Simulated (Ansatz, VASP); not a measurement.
# Au (Gold) in two plane-wave programs

Wanted: the spread between two codes on one cell, functional and k mesh. The cell is taken from a series of VASP runs on this material, whose earlier steps may have relaxed, scaled or displaced it; both programs get it as it stands.

Method: plane waves, with VASP 6.6.1 beside it; relaxation of cell and atoms at PBEsol, in Ansatz 0.2.0.

**1. Starting point**

It takes space group Fm-3m (No. 225, cubic). Conventional cell: a = 4.081 Å, b = 4.081 Å, c = 4.081 Å, α = 90.00°, β = 90.00°, γ = 90.00°. Nearest to Au lie 12 Au at 2.89 Å.

**2. Ansatz: relaxation of cell and atoms, PBEsol**

Ansatz runs on its default PAW (the set named soft_2) files.

The relaxed volume is the usual yardstick between codes: its relative difference is about their pressure difference at one cell divided by the bulk modulus.

input.yaml

```yaml
crystal:
  lattice:
    - [0.0, 2.0403837705, 2.0403837705]
    - [2.0403837705, 0.0, 2.0403837705]
    - [2.0403837705, 2.0403837705, 0.0]
  atoms:
    - { symbol: Au, position: [0.0, 0.0, 0.0] }
hamiltonian:
  xc: pbesol
  pseudopotentials: { kind: paw }
kpoints:
  mp_grid: { grid: [14, 14, 14] }
scf:
  occupations: { method: methfessel_paxton, width: 0.15 }
relax:
  f_tol: 0.01
  max_steps: 60
  cell: { stress_tol: 0.05 }
output:
  forces: true
  stress: true
  write_density: true
  write_potential: true
  elf: true
  volumetric_format: npy
```

Started as:

```console
$ ansatz run input.yaml --threads 4 --pin off --max-ram 9216MiB --backend cpu --events-out ev --progress --plain --runs-dir out
```

Numbers of over 12 decimals in the logs are rounded to 6 here.

Log:

```text
Engine: ansatz 0.2.0, aarch64-unknown-linux-gnu
Pseudopotentials: kind: paw
Pseudopotential: Au, paw, valence charge 19, recommended cutoff 420 eV (normal), Au.paw.azcp
Functional definition: PBEsol
  exchange = pbesol_x
  correlation = pbesol_c
Crystal: 1 atoms, lattice volume = 16.989 Å³
Basis set: ecut = 420 eV, 331 PW (Γ), exchange–correlation on 40×40×40 points (8 copies of the dense FFT grid, shifted against one another)
Bands: 14, of which v1, the nominal top of the filled ones, is band 10 counted from 1 (9 counted from 0)
Symmetry: 48 space group operations
Space group: Fm-3m (ITA 225), of the structure as read, at distance tolerance 2.6e-5 Å
k-points: 104 of 2744
Non-local potential: Au, projectors of the file, l = 0: 3, l = 1: 2, l = 2: 2, l = 3: 1
PAW form: soft (Blöchl's): semilocal exchange-correlation on the pseudo side does not see the compensation charge
PAW frozen core: Au, regenerated for the run's functional, and the local potential with it (the file was generated under x = pbe(κ = 0.804, μ = 0.219515), c = pbe(β = 0.066725))
PAW one-centre angular grid: Au, 590 points (default); XC on 64 Gauss nodes
Initial density: superposition of atomic densities (neutral atoms: chi_scale 0, normalization atom), corrected by the library's trained network
Initial wavefunctions: pseudopotential atomic-orbital guess
Functional: x = pbesol(κ = 0.804, μ = 0.123457), c = pbesol(β = 0.046)
SCF iter   1: F=—  HF=-13007.098805 eV  |F-HF|=—  |Δ(HF+E_count)|=         —  Δρ=6.22e-3  dr2=6.10e-3  ethr=1.77e-3  ⟨swp⟩=4.5  Hψ=7066  notcnv=0
preconditioner: auto → none  [insulator: Δε(μ)=0.140 eV  Ē_g=15.990 eV  σ=0.150 eV  W_gap=0.70  n_scr=8 (ndim 8)  ℏωp=29.9 eV  f_vac=0.000  D(μ)=0.26/eV (n_scr^D=0)  ε∞_Penn≈4.5]
SCF iter   2: F=—  HF=-13007.097149 eV  |F-HF|=—  |Δ(HF+E_count)|=   1.66e-3  S|Δr|=    0.00e0  Δρ=2.07e-3  dr2=3.43e-4  ethr=3.21e-5  ⟨swp⟩=2.3  Hψ=2752  notcnv=0
SCF iter   3: F=—  HF=-13007.097044 eV  |F-HF|=—  |Δ(HF+E_count)|=   1.05e-4  S|Δr|=    0.00e0  Δρ=8.50e-4  dr2=2.98e-5  ethr=1.80e-6  ⟨swp⟩=2.5  Hψ=2221  notcnv=0
SCF iter   4: F=—  HF=-13007.097044 eV  |F-HF|=—  |Δ(HF+E_count)|=   9.42e-7  S|Δr|=    0.00e0  Δρ=7.46e-5  dr2=1.44e-7  ethr=1.57e-7  ⟨swp⟩=3.0  Hψ=2275  notcnv=0
SCF iter   5: F=-13007.097044 eV  HF=-13007.097044 eV  |F-HF|=3.42e-10  |Δ(HF+E_count)|=   3.17e-7  S|Δr|=    0.00e0  Δρ=8.91e-6  dr2=3.30e-9  ethr=5.26e-10  ⟨swp⟩=6.7  Hψ=6675  notcnv=0
SCF 1 converged in 5 iterations: F = -13007.097044 eV  dr2 = 3.30e-9
  greatest PAW one-centre occupation: 1.001 electrons in one spin orbital (limit 2), on the Au atom at site 0 (counted from 0), in its partial waves of l = 0
relax step   1: F+E_penalty+E_count = -13007.09704385 eV  Δ(F+E_penalty+E_count) = +0.000e0 eV  max|allowed force component| = 0.000e0 eV/Å  Δτ_max = 0.0000 Å  P = +0.252 GPa  Ω = 16.989 Å³  (5 SCF iters, dr2 threshold 1.00e-7 eV, accepted)
[...]
relax step   2: F+E_penalty+E_count = -13007.09697473 eV  Δ(F+E_penalty+E_count) = +6.913e-5 eV  max|allowed force component| = 0.000e0 eV/Å  Δτ_max = 0.0000 Å  P = -0.473 GPa  Ω = 17.059 Å³  energy of the carried Pulay correction = -2.008e-5 eV  (4 SCF iters, dr2 threshold 1.00e-7 eV, rejected (line search))
[...]
relax step   3: F+E_penalty+E_count = -13007.09705584 eV  Δ(F+E_penalty+E_count) = -1.199e-5 eV  max|allowed force component| = 0.000e0 eV/Å  Δτ_max = 0.0000 Å  P = -0.002 GPa  Ω = 17.013 Å³  energy of the carried Pulay correction = -6.974e-6 eV  (6 SCF iters, accepted)
[...]
relax step   4: F+E_penalty+E_count = -13007.09705842 eV  Δ(F+E_penalty+E_count) = -2.582e-6 eV  max|allowed force component| = 0.000e0 eV/Å  Δτ_max = 0.0000 Å  P = -0.002 GPa  Ω = 17.013 Å³  stress off target by 1.53e-3 GPa  SCF on the basis re-selected at this cell (its energy is not comparable with the rows above)  (2 SCF iters)
basis re-selected at this cell: Δ(F+E_penalty+E_count) = -2.582e-6 eV, ΔP = +0.000 GPa vs the last step (what re-selecting the basis moved, of the pressure what is left beyond the Pulay correction that the steps carried, after the strain that the cell walked since its last selection, with what the two solves' SCF thresholds leave and, on support functions, any second-order correction that the steps lacked; it is no measure of the basis error at this ecutwfc). This SCF's stress stands 1.53e-3 GPa from its target on what of the cell is left free (relax.cell.stress_tol is 5.00e-2 GPa) and its largest allowed force component is 0.00e0 eV/Å (relax.f_tol is 1.00e-2 eV/Å): [rest of the remark cut]
SCF converged after 2 iterations
Stability not checked: this state was not tested for a lower state beside it, because cold or Methfessel-Paxton smearing, or corrected tetrahedra, fill the levels in a way that the test cannot read (fill_not_monotonic; see scf.lower_state_search)
Free energy (F): -13007.097058 eV
Harris-Foulkes:  -13007.097058 eV  (|F-HF|=5.46e-12)
Internal energy: -13007.097808 eV  (E = F + TS)
E sigma→0 (E₀):  -13007.097246 eV
Entropy (-TS):   0.000749 eV (0.749 meV/atom)
Fermi energy:    20.434683 eV
--- Per-component energies (eV) ---
  E_band       = -209.604853
  E_kinetic    = 604.655536
  E_local      = -1703.441205  (includes V_loc(G=0)·N_el)
  E_nonlocal   = 77.637239
  E_hartree    = 724.878485
  E_xc         = -226.614744
  E_vxc        = -274.652376  (∫ρ·V_xc dr)
  E_paw        = -9565.707996  (= ΣΔE_a)
  E_vpaw       = -363.562434  (= ΣTr[D̂ρ^β])
  E_aug_tail   = 0.001434  (compensation charges beyond the density's cutoff)
  E_ewald      = -2918.816036
  E_core_change = 0.309479  (= ΣΔE_core)
  E_smearing   = 0.000749  (= −TS)
  E_closure    = -0.000000  (closes the sum)
  Σ components = -13007.097058   (vs F -13007.097058, Δ=0.00e0)
--- Forces (eV/Å), atoms counted from 1 ---
  atom   1  Au     0.00000000     0.00000000    -0.00000000
  max |Σ_I F_I| component: 3.94e-31 eV/Å
--- Stress (GPa, compression-positive) ---
       -0.001527      -0.000000      -0.000000
       -0.000000      -0.001527      -0.000000
       -0.000000      -0.000000      -0.001527
  P = ⅓ Tr σ = -0.0015 GPa (-0.015 kbar)
--- Band table (eV; the first three rows and the last of 104) ---
  k-point 0: bands = [... 6 lower, 15.8049, 15.8049, 17.3455, 17.3455, 34.9077, 38.9158, 38.9158, 38.9158]
  k-point 1: bands = [... 6 lower, 15.8662, 15.8662, 17.3180, 17.3180, 35.1153, 37.8283, 39.1284, 39.1284]
  k-point 2: bands = [... 6 lower, 16.0082, 16.0082, 17.2825, 17.2825, 35.2519, 36.0547, 39.7028, 39.7028]
  k-point 103: bands = [... 6 lower, 15.7992, 17.2785, 18.8834, 25.2381, 25.8644, 27.6163, 29.9187, 42.2026]
--- Relaxed structure (3 steps of the walk, 2 accepted, 1 SCFs on fresh bases) ---
  F+E_penalty+E_count = -13007.09705842 eV   max|allowed force component| = 0.000e0 eV/Å   (the final SCF, on the basis selected at the relaxed cell)
  cell:  # Å, volume = 17.0132 Å³
    - [0, 2.041355, 2.041355]
    - [2.041355, 0, 2.041355]
    - [2.041355, 2.041355, 0]
  atoms:
    - { symbol: Au, position: [0.0, 0.0, 0.0] }
```

Wall time 1.6 s (4 threads of Arm Neoverse V1, shared host); peak memory 0.3 GiB; 5.2 s of CPU time.

**3. VASP: relaxation of cell and atoms, PBEsol**

The same cell, functional, mesh and smearing now go to VASP, with its own data sets and cutoff.

Lines of VASP's logs that name or quote its potential files are left out, and so is its time.

INCAR

```
SYSTEM = Au
PREC = Accurate
ENCUT = 400
EDIFF = 1E-07
NELM = 100
ISMEAR = 1
SIGMA = 0.15
LREAL = .FALSE.
ALGO = Normal
GGA = PS
NBANDS = 11
LORBIT = 11
LWAVE = .FALSE.
LCHARG = .FALSE.
KPAR = 12
IBRION = 2
NSW = 50
ISIF = 3
EDIFFG = -0.003
```

POSCAR

```
Au
1.0
    0.0000000000      2.0403837705      2.0403837705
    2.0403837705      0.0000000000      2.0403837705
    2.0403837705      2.0403837705      0.0000000000
Au
1
Direct
    0.0000000000      0.0000000000      0.0000000000
```

KPOINTS

```
Automatic mesh
0
Gamma
14 14 14
0 0 0
```

The projector-augmented-wave data sets are Au (PBE family, release 64).

Started as:

```console
$ mpirun -np 12 vasp_std
```

Log:

```text
[banner, memory and clock lines left out]
running   12 mpi-ranks, on    1 nodes
 distrk:  each k-point on    1 cores,   12 groups
 distr:  one band on    1 cores,    1 groups

 POSCAR found type information on POSCAR Au
 POSCAR found :  1 types and       1 ions
|                                                                             |
|           W    W    AA    RRRRR   N    N  II  N    N   GGGG   !!!           |
|           W    W   A  A   R    R  NN   N  II  NN   N  G    G  !!!           |
|           W    W  A    A  R    R  N N  N  II  N N  N  G       !!!           |
|           W WW W  AAAAAA  RRRRR   N  N N  II  N  N N  G  GGG   !            |
|           WW  WW  A    A  R   R   N   NN  II  N   NN  G    G                |
|           W    W  A    A  R    R  N    N  II  N    N   GGGG   !!!           |
|                                                                             |
|     For optimal performance we recommend to set                             |
|       NCORE = 2 up to number-of-cores-per-socket                            |
|     NCORE specifies how many cores store one orbital (NPAR=cpu/NCORE).      |
|     This setting can greatly improve the performance of VASP for DFT.       |
|     The default, NCORE=1 might be grossly inefficient on modern             |
|     multi-core architectures or massively parallel machines. Do your        |
|     Unfortunately you need to use the default for GW and RPA                |
|     calculations (for HF NCORE is supported but not extensively tested      |
|     yet).                                                                   |
|                                                                             |

|                                                                             |
|               ----> ADVICE to this user running VASP <----                  |
|                                                                             |
|     You enforced a specific xc type in the INCAR file but a different       |
|     [... a line on the potential file left out ...]
|     I HOPE YOU KNOW WHAT YOU ARE DOING!                                     |
|                                                                             |

 LDA part: xc-table for (Slater+PW92), standard interpolation
 POSCAR, INCAR and KPOINTS ok, starting setup
 FFT: planning ... GRIDC
 FFT: planning ... GRID_SOFT
 FFT: planning ... GRID
 WAVECAR not read
 entering main loop
       N       E                     dE             d eps       ncg     rms          rms(c)
DAV:   1     0.357743203631E+02    0.35774E+02   -0.48389E+03  2568   0.709E+02
DAV:   2    -0.385804388215E+01   -0.39632E+02   -0.37735E+02  2615   0.165E+02
DAV:   3    -0.425831254691E+01   -0.40027E+00   -0.40008E+00  2602   0.161E+01
DAV:   4    -0.425959156318E+01   -0.12790E-02   -0.12790E-02  2561   0.106E+00
DAV:   5    -0.425960077185E+01   -0.92087E-05   -0.92083E-05  2630   0.865E-02    0.969E+00
DAV:   6    -0.394783637896E+01    0.31176E+00   -0.89467E-01  2429   0.799E+00    0.598E+00
DAV:   7    -0.392439011701E+01    0.23446E-01   -0.80792E-02  2579   0.237E+00    0.285E+00
DAV:   8    -0.392140131113E+01    0.29888E-02   -0.17182E-03  2483   0.403E-01    0.292E-01
DAV:   9    -0.392139078868E+01    0.10522E-04   -0.81867E-06  2555   0.262E-02    0.137E-02
DAV:  10    -0.392139412251E+01   -0.33338E-05   -0.10732E-06  2566   0.885E-03    0.113E-03
DAV:  11    -0.392139419291E+01   -0.70404E-07   -0.43118E-08  1570   0.181E-03
   1 F= -.39213942E+01 E0= -.39216546E+01  d E =-.392139E+01
 curvature:   0.00 expect dE= 0.000E+00 dE for cont linesearch  0.000E+00
 trial: gam= 0.00000 g(F)=  0.192E-63 g(S)=  0.192E-06 ort = 0.000E+00 (trialstep = 0.100E+01)
 search vector abs. value=  0.192E-06
 reached required accuracy - stopping structural energy minimisation
```

OUTCAR, selected parts (step 3):

```text
ion  position               nearest neighbor table
   1  0.000  0.000  0.000-

  LATTYP: Found a face centered cubic cell.
 ALAT       =     4.0807675410

 Subroutine GETGRP returns: Found 48 space group operations
 (whereof 48 operations were pure point group operations)

The static configuration has the point symmetry O_h .

 Found    104 irreducible k-points:

   k-points           NKPTS =    104   k-points in BZ     NKDIM =    104   number of bands    NBANDS=     11

   dimension x,y,z NGX =    20 NGY =   20 NGZ =   20
   dimension x,y,z NGXF=    40 NGYF=   40 NGZF=   40

   ENCUT  =  400.0 eV  29.40 Ry    5.42 a.u.   4.71  4.71  4.71*2*pi/ulx,y,z

   NELECT =      11.0000    total number of electrons

 k-points in reciprocal lattice and weights: Automatic mesh
   0.00000000  0.00000000  0.00000000       0.000
   0.07142857  0.00000000  0.00000000       0.003
   0.14285714  0.00000000  0.00000000       0.003
   0.21428571  0.00000000  0.00000000       0.003
   0.28571429  0.00000000  0.00000000       0.003
   0.35714286  0.00000000  0.00000000       0.003
   0.42857143  0.00000000  0.00000000       0.003
   0.50000000  0.00000000  0.00000000       0.001
   0.07142857  0.07142857  0.00000000       0.002
[...]
-0.28571429  0.42857143  0.21428571       0.009
  -0.28571429  0.50000000  0.21428571       0.004

 average (electrostatic) potential at core
       1 -64.0404

 E-fermi :   9.2625

 k-point     1 :       0.0000    0.0000    0.0000
  band No.  band energies     occupation
    ...
      2       4.6322      2.00000
      3       4.6322      2.00000
      4       4.6322      2.00000
      5       6.1731      2.00000
      6       6.1731      2.00000
      7      23.8250      0.00000
      8      27.8388      0.00000
      9      27.8388      0.00000
     10      27.8388      0.00000
     11      32.7153      0.00000

 k-point     2 :       0.0714    0.0000    0.0000
  band No.  band energies     occupation
    ...
      2       4.5736      2.00000
      3       4.6934      2.00000
      4       4.6934      2.00000
      5       6.1457      2.00000
      6       6.1457      2.00000
      7      24.0338      0.00000
      8      26.7347      0.00000
      9      28.0518      0.00000
     10      28.0518      0.00000
     11      33.5431      0.00000

 k-point     3 :       0.1429    0.0000    0.0000
  band No.  band energies     occupation
    ...
      2       4.4437      2.00000
      3       4.8353      2.00000
      4       4.8353      2.00000
      5       6.1100      2.00000
      6       6.1100      2.00000
      7      24.1459      0.00000
      8      24.9640      0.00000
      9      28.6251      0.00000
     10      28.6251      0.00000
     11      32.2736      0.00000

  Total       -0.0011510     -0.0011510     -0.0011510      0.0000000      0.0000000     -0.0000000
  in kB       -0.1085503     -0.1085503     -0.1085503      0.0000000      0.0000000     -0.0000000
  external PRESSURE =      -0.1085503 kB  Pullay stress =       0.0000000 kB

  energy-cutoff  :      400.00
  volume of cell :       16.99
      direct lattice vectors                 reciprocal lattice vectors
     0.000000000  2.040383771  2.040383771    -0.245051939  0.245051939  0.245051939
     2.040383771  0.000000000  2.040383771     0.245051939 -0.245051939  0.245051939
     2.040383771  2.040383771  0.000000000     0.245051939  0.245051939 -0.245051939

 POSITION                                       TOTAL-FORCE (eV/Angst)
 -----------------------------------------------------------------------------------
      0.00000      0.00000      0.00000         0.000000      0.000000      0.000000
 -----------------------------------------------------------------------------------
    total drift:                                0.000000      0.000000      0.000000

  FREE ENERGIE OF THE ION-ELECTRON SYSTEM (eV)
  ---------------------------------------------------
  free  energy   TOTEN  =        -3.9213941929 eV

  energy  without entropy=       -3.9221755377  energy(sigma->0) =       -3.92165464

 reached required accuracy - stopping structural energy minimisation

 total charge
# of ion       s       p       d       tot
------------------------------------------
    1        0.536   0.361   8.749   9.646

[... 3 further parts left out ...]
```

CONTCAR:

```
Au
   1.00000000000000
     0.0000000000000000    2.0403837705000001    2.0403837705000001
     2.0403837705000001    0.0000000000000000    2.0403837705000001
     2.0403837705000001    2.0403837705000001    0.0000000000000000
  Au
     1
Direct
     0.0000000000000000    0.0000000000000000    0.0000000000000000
```

**4. Comparison**

Known differences besides the potentials themselves: both relaxations stop at a tolerance, which leaves soft axes loose, and VASP keeps its plane-wave basis; the data sets hold 19 valence electrons in Ansatz (default PAW (the set named soft_2) files) and 11 in VASP; the cutoff is 420 eV in Ansatz and 400 eV in VASP; Ansatz makes its cores anew for this functional, VASP keeps those of its PBE data sets; VASP leaves aspherical gradient terms in its spheres out (LASPH is not set), Ansatz keeps them; Ansatz adds a Pulay correction to the stress that steers its cell, VASP none. Total energies have different zeros and are not compared.

Compared:

| quantity | Ansatz | VASP | difference |
| --- | --- | --- | --- |
| volume (Å³) | 17.01 | 16.99 | +0.14 % |
| edge a after relaxation, in the typed setting (Å) | 2.887 | 2.885 | +0.05 % |

The walks stopped with 0.00 GPa left in Ansatz and -0.01 GPa in VASP; each walk ends within a tolerance, so the volume difference is uncertain by about these residues over the bulk modulus, most in soft cells.

**5. Results**

| Quantity | Value |
| --- | --- |
| difference in volume (relaxation of cell and atoms, PBEsol) | 0.14 % |

The difference in volume is 0.14 % (relaxation of cell and atoms, PBEsol), within the 1.2 % picked in this series as the mark of a large difference, as far as the stopping tolerances let one tell. How closely two codes agree says nothing of how well the functional describes the real material.

[Lines on the potential files, build, host, timing and source positions are cut from VASP's logs without a mark.]

[Logs are printed without paths, hosts, clocks, repeated set-up lines and the standing remarks that a program may print on its own settings, such as how far it seeks lower states.]

[Hosts, paths, dates, database ids (printed as entryN), source tags and the programs' standing remarks are cut or masked in the printed files.]
